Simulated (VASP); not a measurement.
Here is the system:

```xyz
72
Lattice="13.8450 0.0000 0.0000 -6.9225 11.9901 0.0000 0.0000 0.0000 14.9542" Properties=species:S:1:pos:R:3 pbc="T T T"
Mg     0.0000     2.6645     7.4471
Mg     2.3075     1.3322     3.7086
Mg     0.0000     2.6645    14.9243
Mg     2.3075     1.3322    11.1857
Mg    -2.3075     6.6612     7.4471
Mg     0.0000     5.3289     3.7086
Mg    -2.3075     6.6612    14.9243
Mg     0.0000     5.3289    11.1857
Mg    -4.6150    10.6579     7.4471
Mg    -2.3075     9.3256     3.7086
Mg    -4.6150    10.6579    14.9243
Mg    -2.3075     9.3256    11.1857
Mg     4.6150     2.6645     7.4471
Mg     6.9225     1.3322     3.7086
Mg     4.6150     2.6645    14.9243
Mg     6.9225     1.3322    11.1857
Mg     2.3075     6.6612     7.4471
Mg     4.6150     5.3289     3.7086
Mg     2.3075     6.6612    14.9243
Mg     4.6150     5.3289    11.1857
Mg     0.0000    10.6579     7.4471
Mg     2.3075     9.3256     3.7086
Mg     0.0000    10.6579    14.9243
Mg     2.3075     9.3256    11.1857
Mg     9.2300     2.6645     7.4471
Mg    11.5375     1.3322     3.7086
Mg     9.2300     2.6645    14.9243
Mg    11.5375     1.3322    11.1857
Mg     6.9225     6.6612     7.4471
Mg     9.2300     5.3289     3.7086
Mg     6.9225     6.6612    14.9243
Mg     9.2300     5.3289    11.1857
Mg     4.6150    10.6579     7.4471
Mg     6.9225     9.3256     3.7086
Mg     4.6150    10.6579    14.9243
Mg     6.9225     9.3256    11.1857
Te     0.0000     2.6645     2.7965
Te     2.3075     1.3322     6.5351
Te     0.0000     2.6645    10.2736
Te     2.3075     1.3322    14.0122
Te    -2.3075     6.6612     2.7965
Te     0.0000     5.3289     6.5351
Te    -2.3075     6.6612    10.2736
Te     0.0000     5.3289    14.0122
Te    -4.6150    10.6579     2.7965
Te    -2.3075     9.3256     6.5351
Te    -4.6150    10.6579    10.2736
Te    -2.3075     9.3256    14.0122
Te     4.6150     2.6645     2.7965
Te     6.9225     1.3322     6.5351
Te     4.6150     2.6645    10.2736
Te     6.9225     1.3322    14.0122
Te     2.3075     6.6612     2.7965
Te     4.6150     5.3289     6.5351
Te     2.3075     6.6612    10.2736
Te     4.6150     5.3289    14.0122
Te     0.0000    10.6579     2.7965
Te     2.3075     9.3256     6.5351
Te     0.0000    10.6579    10.2736
Te     2.3075     9.3256    14.0122
Te     9.2300     2.6645     2.7965
Te    11.5375     1.3322     6.5351
Te     9.2300     2.6645    10.2736
Te    11.5375     1.3322    14.0122
Te     6.9225     6.6612     2.7965
Te     9.2300     5.3289     6.5351
Te     6.9225     6.6612    10.2736
Te     9.2300     5.3289    14.0122
Te     4.6150    10.6579     2.7965
Te     6.9225     9.3256     6.5351
Te     4.6150    10.6579    10.2736
Te     6.9225     9.3256    14.0122
```

Calculation: PBE GGA, VASP's PBE PAW potentials (set 64) (plane waves; VASP). Numerical set-up: PREC = Normal, LREAL = Auto, 400 eV cut-off, 1×1×1 Γ-centred mesh, Gaussian smearing of 0.050 eV, potentials Mg Te.

The supercell is sampled at Γ alone, which is coarse: total energies, pressure and levels can be off, energies of defects by several tenths of an eV.

### Question
Estimate the energy per atom (σ→0).

### Answer

```
Quantity                       Result
---------------------  --------------
energy per atom (σ→0)  -3.168 eV/atom
```

Only differences to runs with the same potentials and settings are physical.

The cell is a supercell, built from a database entry that may be metastable or hypothetical.
